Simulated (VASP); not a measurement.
Input:

```xyz
2
Lattice="0.0000 2.2745 2.2745 2.2745 0.0000 2.2745 2.2745 2.2745 0.0000" Properties=species:S:1:pos:R:3 pbc="T T T"
Ga     0.0000     0.0000     0.0000
N      1.1373     1.1373     1.1373
```

Level of theory: PW91 GGA, VASP's PBE PAW potentials (set 64) (plane waves; VASP). Numerical set-up: 520 eV cut-off, 10×10×10 Γ-centred mesh, Gaussian smearing of 0.050 eV, potentials Ga_d N.

Q: Give the energy at these volumes per atom, relative to the lowest: 11.06, 11.42, 11.77, 12.12, 12.47 Å³.

A: 25.4, 6.0, 0.0, 5.4, 20.5 meV/atom. A third-order Birch-Murnaghan fit gives B0 = 172 GPa and B0′ = 4.5.

Measured: a 4.500 Å at 300 K (computed value off by +1.1 %), as given by I. Vurgaftman et al., Journal of Applied Physics (2001), doi:10.1063/1.1368156. The calculation is for a static lattice, while the measured a holds thermal and zero-point effects, which are part of the difference.

The compound is GaN in the zinc blende structure, a metastable form; wurtzite is the usual one. It was relaxed first.
